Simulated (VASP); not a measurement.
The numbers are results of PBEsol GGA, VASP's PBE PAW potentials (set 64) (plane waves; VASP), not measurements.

A VASP calculation is set up with these files.

**INCAR**
```
! general
SYSTEM   =  CdS
PREC     =  Accurate
ENCUT    =  520   ! plane-wave cut-off (eV)
LREAL    =  .False.   ! projection in real space or not
LASPH    =  .True.

! electronic loop
EDIFF    =  1E-7   ! SCF stop (eV)
NELM     =  100   ! most electronic steps
ALGO     =  Normal   ! blocked Davidson
LMAXMIX  =  4   ! l cut-off of mixed one-centre charges

! smearing
ISMEAR   =  0
SIGMA    =  0.05   ! width (eV)

! functional
GGA      =  PS

! ions
IBRION   =  2   ! conjugate gradients
NSW      =  30
ISIF     =  4
EDIFFG   =  -0.01

! output
LWAVE    =  .False.
LCHARG   =  .False.
```

File POSCAR:
```
CdS
1
    2.0465194255    -3.5446754544     0.0000000000
    2.0465194255     3.5446754544     0.0000000000
    0.0000000000     0.0000000000     6.6501666136
Cd S
2 2
Direct
  0.6666670000   0.3333330000   0.4999846014
  0.3333330000   0.6666670000   0.9999846014
  0.6666670000   0.3333330000   0.8770153986
  0.3333330000   0.6666670000   0.3770153986
```

KPOINTS:
```
Automatic
0
gamma
6 6 4
```

POTCAR, in this order: Cd S (PBE.64 set). Program: vasp_std.

What VASP printed:

File OUTCAR:
```
 ion  position               nearest neighbor table
   1  0.667  0.333  0.500-   4 2.50   4 2.50   4 2.50   3 2.51
   2  0.333  0.667  1.000-   3 2.50   3 2.50   3 2.50   4 2.51
   3  0.667  0.333  0.877-   2 2.50   2 2.50   2 2.50   1 2.51
   4  0.333  0.667  0.377-   1 2.50   1 2.50   1 2.50   2 2.51
  LATTYP: Found a hexagonal cell.
 ALAT       =     4.0930387044
 C/A-ratio  =     1.6247504834
 Subroutine PRICEL returns:
 Original cell was already a primitive cell.
 Subroutine GETGRP returns: Found 12 space group operations
The static configuration has the point symmetry C_3v.
 The point group associated with its full space group is C_6v.
The dynamic configuration has the point symmetry C_3v.
 Subroutine INISYM returns: Found 12 space group operations
 Subroutine IBZKPT returns following result:
 Found     21 irreducible k-points:

 Following reciprocal coordinates:
            Coordinates               Weight
  0.000000  0.000000  0.000000      1.000000
  0.166667  0.000000  0.000000      6.000000
  0.333333  0.000000  0.000000      6.000000
  0.500000 -0.000000  0.000000      3.000000
  0.166667  0.166667  0.000000      6.000000
  0.333333  0.166667  0.000000     12.000000
  0.333333  0.333333  0.000000      2.000000
  0.000000  0.000000  0.250000      2.000000
  0.166667  0.000000  0.250000     12.000000
  0.333333  0.000000  0.250000     12.000000
  0.500000 -0.000000  0.250000      6.000000
  0.166667  0.166667  0.250000     12.000000
  0.333333  0.166667  0.250000     24.000000
  0.333333  0.333333  0.250000      4.000000
  0.000000  0.000000  0.500000      1.000000
  0.166667  0.000000  0.500000      6.000000
  0.333333  0.000000  0.500000      6.000000
  0.500000 -0.000000  0.500000      3.000000
  0.166667  0.166667  0.500000      6.000000
  0.333333  0.166667  0.500000     12.000000
...
```

**OSZICAR**
```
       N       E                     dE             d eps       ncg     rms          rms(c)
DAV:   1     0.246820236517E+03    0.24682E+03   -0.17827E+04   924   0.151E+03
DAV:   2    -0.936653436981E+00   -0.24776E+03   -0.24178E+03  1026   0.362E+02
DAV:   3    -0.144387957392E+02   -0.13502E+02   -0.13431E+02  1086   0.842E+01
DAV:   4    -0.146049528593E+02   -0.16616E+00   -0.16583E+00  1080   0.910E+00
DAV:   5    -0.146076554719E+02   -0.27026E-02   -0.27023E-02  1116   0.115E+00    0.122E+01
DAV:   6    -0.136421433159E+02    0.96551E+00   -0.23976E+00  1212   0.182E+01    0.938E+00
DAV:   7    -0.136244974694E+02    0.17646E-01   -0.87263E-01  1086   0.564E+00    0.375E+00
DAV:   8    -0.136142258837E+02    0.10272E-01   -0.15131E-01  1118   0.431E+00    0.597E-01
DAV:   9    -0.136124600912E+02    0.17658E-02   -0.24392E-02  1158   0.217E+00    0.180E-01
DAV:  10    -0.136123188344E+02    0.14126E-03   -0.16405E-03  1140   0.495E-01    0.861E-02
DAV:  11    -0.136123398827E+02   -0.21048E-04   -0.12122E-04  1086   0.786E-02    0.792E-02
DAV:  12    -0.136123799729E+02   -0.40090E-04   -0.65888E-05  1098   0.394E-02    0.480E-02
DAV:  13    -0.136124052536E+02   -0.25281E-04   -0.53155E-05   954   0.483E-02    0.359E-02
DAV:  14    -0.136124043504E+02    0.90313E-06   -0.48948E-06  1134   0.147E-02    0.222E-02
DAV:  15    -0.136124032851E+02    0.10653E-05   -0.10997E-06  1038   0.871E-03    0.409E-03
DAV:  16    -0.136124028812E+02    0.40392E-06   -0.15472E-06  1026   0.909E-03    0.398E-03
DAV:  17    -0.136124029425E+02   -0.61338E-07   -0.10233E-07   678   0.266E-03
   1 F= -.13612403E+02 E0= -.13612403E+02  d E =-.136124E+02
```

**OUTCAR**
```
------------------------ aborting loop because EDIFF is reached ----------------------------------------
  FORCE on cell =-STRESS in cart. coord.  units (eV):
  Direction    XX          YY          ZZ          XY          YZ          ZX
  --------------------------------------------------------------------------------------
  Total        1.2047061      1.2047059      1.2090396      0.0000000      0.0000000      0.0000000
  in kB       20.0049195     20.0049176     20.0768810      0.0000000      0.0000000      0.0000000
  external PRESSURE =      20.0289060 kB  Pullay stress =       0.0000000 kB
  volume of cell :       96.48
      direct lattice vectors                 reciprocal lattice vectors
     2.046519426 -3.544675454  0.000000000     0.244317251 -0.141056637  0.000000000
     2.046519426  3.544675454  0.000000000     0.244317251  0.141056637  0.000000000
     0.000000000  0.000000000  6.650166614     0.000000000  0.000000000  0.150372172
  FREE ENERGIE OF THE ION-ELECTRON SYSTEM (eV)
  ---------------------------------------------------
  free  energy   TOTEN  =       -13.6124029425 eV

  energy  without entropy=      -13.6124029425  energy(sigma->0) =      -13.61240294

 reached required accuracy - stopping structural energy minimisation
```
(Selected blocks of OUTCAR.)

The compound is CdS in the wurtzite structure. This cell is one point of a volume scan, at 0.97 of the reference volume.
